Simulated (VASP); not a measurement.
Output of a VASP run:

### OSZICAR
```
       N       E                     dE             d eps       ncg     rms          rms(c)
DAV:   1     0.241216103417E+03    0.24122E+03   -0.12810E+04   512   0.223E+03
DAV:   2     0.171072309073E+02   -0.22411E+03   -0.21644E+03   752   0.325E+02
DAV:   3    -0.295953127822E+02   -0.46703E+02   -0.40695E+02   712   0.152E+02
DAV:   4    -0.314151777825E+02   -0.18199E+01   -0.18196E+01   760   0.346E+01
DAV:   5    -0.315316331054E+02   -0.11646E+00   -0.11645E+00   872   0.796E+00    0.376E+01
DAV:   6    -0.281250069521E+02    0.34066E+01   -0.78343E+01   760   0.611E+01    0.181E+01
DAV:   7    -0.275880081928E+02    0.53700E+00   -0.11084E+02   752   0.113E+02    0.252E+01
DAV:   8    -0.266188226205E+02    0.96919E+00   -0.25516E+00   680   0.189E+01    0.133E+01
DAV:   9    -0.260258767559E+02    0.59295E+00   -0.58555E+00   760   0.210E+01    0.217E+00
DAV:  10    -0.260181726744E+02    0.77041E-02   -0.26483E-01   872   0.418E+00    0.108E+00
DAV:  11    -0.260270006358E+02   -0.88280E-02   -0.30817E-02   728   0.162E+00    0.175E+00
DAV:  12    -0.260201376785E+02    0.68630E-02   -0.19301E-01   752   0.382E+00    0.105E+00
DAV:  13    -0.260170884513E+02    0.30492E-02   -0.31879E-02   736   0.190E+00    0.314E-01
DAV:  14    -0.260172724564E+02   -0.18401E-03   -0.14158E-03   840   0.266E-01    0.306E-01
DAV:  15    -0.260172374302E+02    0.35026E-04   -0.13009E-03   736   0.367E-01    0.999E-02
DAV:  16    -0.260172389638E+02   -0.15336E-05   -0.45231E-04   784   0.203E-01    0.821E-02
DAV:  17    -0.260172354938E+02    0.34699E-05   -0.15570E-05   712   0.411E-02    0.400E-02
DAV:  18    -0.260172311599E+02    0.43339E-05   -0.36403E-05   816   0.502E-02    0.296E-03
DAV:  19    -0.260172305688E+02    0.59114E-06   -0.11051E-06   728   0.100E-02    0.204E-03
DAV:  20    -0.260172304825E+02    0.86278E-07   -0.32247E-07   592   0.582E-03
   1 F= -.21383622E+02 E0= -.21383622E+02  d E =-.213836E+02
```

OUTCAR:
```
------------------------ aborting loop because EDIFF is reached ----------------------------------------
  FORCE on cell =-STRESS in cart. coord.  units (eV):
  Direction    XX          YY          ZZ          XY          YZ          ZX
  --------------------------------------------------------------------------------------
  Total        4.6509507      4.6509507      4.6509507     -0.0000000      0.0000000     -0.0000000
  in kB      200.7485334    200.7485334    200.7485334     -0.0000000      0.0000000     -0.0000000
  external PRESSURE =       0.7485334 kB  Pullay stress =     200.0000000 kB
  volume of cell :       37.12
      direct lattice vectors                 reciprocal lattice vectors
     0.000000000  2.647626053  2.647626053    -0.188848421  0.188848421  0.188848421
     2.647626053  0.000000000  2.647626053     0.188848421 -0.188848421  0.188848421
     2.647626053  2.647626053  0.000000000     0.188848421  0.188848421 -0.188848421
 POSITION                                       TOTAL-FORCE (eV/Angst)
 -----------------------------------------------------------------------------------
      0.00000      0.00000      0.00000        -0.000000      0.000000      0.000000
      1.32381      1.32381      1.32381        -0.000000     -0.000000     -0.000000
      3.97144      3.97144      3.97144         0.000000      0.000000      0.000000
 -----------------------------------------------------------------------------------
    total drift:                                0.000000     -0.000000      0.000000
  FREE ENERGIE OF THE ION-ELECTRON SYSTEM (eV)
  ---------------------------------------------------
  free  energy   TOTEN  =       -26.0172304825 eV

  energy  without entropy=      -26.0172304825  energy(sigma->0) =      -26.01723048
  enthalpy is  TOTEN    =       -21.3836218744 eV   P V=        4.6336086081

 reached required accuracy - stopping structural energy minimisation
```
(Selected blocks of OUTCAR.)

File POSCAR:
```
CeO2
1
   -0.0000000000     2.6476260534     2.6476260534
    2.6476260534     0.0000000000     2.6476260534
    2.6476260534     2.6476260534    -0.0000000000
Ce O
1 2
Direct
  0.0000000000   0.0000000000   0.0000000000
  0.2500000000   0.2500000000   0.2500000000
  0.7500000000   0.7500000000   0.7500000000
```

Question: Reconstruct the remaining input files.

Answer: This is not unique; one that fits is the input of the run itself, PBE GGA, plane waves, VASP's PBE PAW potentials (set 64).

**INCAR**
```
# general
SYSTEM  = CeO2
PREC    = Accurate
ENCUT   = 600
LREAL   = .FALSE.
LASPH   = .TRUE.

# electronic loop
EDIFF   = 1E-7
NELM    = 100
ALGO    = Normal
LMAXMIX = 6

# smearing
ISMEAR  = 0
SIGMA   = 0.05

# functional
GGA     = PE

# ions
IBRION  = 2
NSW     = 40
ISIF    = 3
EDIFFG  = -0.01
PSTRESS = 200

# output
LWAVE   = .FALSE.
LCHARG  = .FALSE.
```

**KPOINTS**
```
Regular mesh
0
Gamma
 6 6 6
```

POTCAR, in this order: Ce O (PBE.64 set). Program: vasp_std.

The compound is CeO2 in the fluorite structure. It was relaxed first under an external pressure of 20 GPa. The run is not spin-polarised, so no magnetic state was tried.
